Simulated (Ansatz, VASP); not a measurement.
## One calculation of LaAgS2, two programs

```
Ag S La
1.0
     4.03421    0.00000    0.00000
     0.00000    4.03421    0.00000
     0.00000    0.00000    5.68396
Ag S La
1 2 1
Direct
  0.00000 0.00000 0.00000
  0.00000 0.00000 0.50000
  0.50000 0.50000 0.00000
  0.50000 0.50000 0.50000
```

Change from the starting cell: epitaxial_xy strain -2.3%.

Alike in both runs: task single point; functional r2SCAN; k mesh 6 × 6 × 6; occupations fermi-dirac, width 0.02 eV; no spin polarisation.

|  | VASP | Ansatz |
| --- | --- | --- |
| version | VASP 6.6.1 | Ansatz 0.2.0 |
| potentials or method | VASP PAW PBE potentials, release 64 (Ag, S, La) | plane waves, PAW |
| plane-wave cutoff (eV) | 520 | 500 |
| valence electrons in the cell | 34 | 42 |

```tsv
	VASP	Ansatz	Ansatz less VASP
pressure (GPa)	2.0	2.2	+0.23
largest component of the traceless stress (GPa)	2.25	2.27	+0.016
```

The two sets of potentials don't hold the same shells in valence.

Caveats: the PAW data sets were made with another functional, which shifts forces and pressure a little (VASP). The runs have no spin-orbit coupling, so splittings on La are missing.
